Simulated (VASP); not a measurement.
Input:

```yaml
crystal:
  lattice:
    - [4.99062, 0.00000, 0.00000]
    - [0.00000, 4.99062, 0.00000]
    - [0.00000, 0.00000, 4.99062]
  atoms:
    - { symbol: Ag, position: [0.75000, 0.25000, 0.75000] }
    - { symbol: Ag, position: [0.25000, 0.75000, 0.75000] }
    - { symbol: Ag, position: [0.75000, 0.75000, 0.25000] }
    - { symbol: Ag, position: [0.25000, 0.25000, 0.25000] }
    - { symbol: O, position: [0.00000, 0.00000, 0.00000] }
    - { symbol: O, position: [0.50000, 0.50000, 0.50000] }
```

Method: vdW-DF2, VASP's PBE PAW potentials (set 64) (plane waves; VASP). Numerical set-up: 520 eV cut-off, 6×6×6 Γ-centred mesh, first-order Methfessel-Paxton smearing of 0.10 eV, potentials Ag O.

Problem. What does the run give for the energy per atom (σ→0), pressure, band gap (on the k-mesh) with the smallest direct gap where there is one?

Solution. 
```json
{
 "band gap (on the k-mesh)": "none (metal, semimetal or under 0.01 eV)",
 "energy per atom (σ→0)": "-0.967 eV/atom",
 "pressure": "-1.71 GPa"
}
```

The compound is Ag2O in the cuprite structure. This cell is one point of a volume scan, at 1.03 of the reference volume.
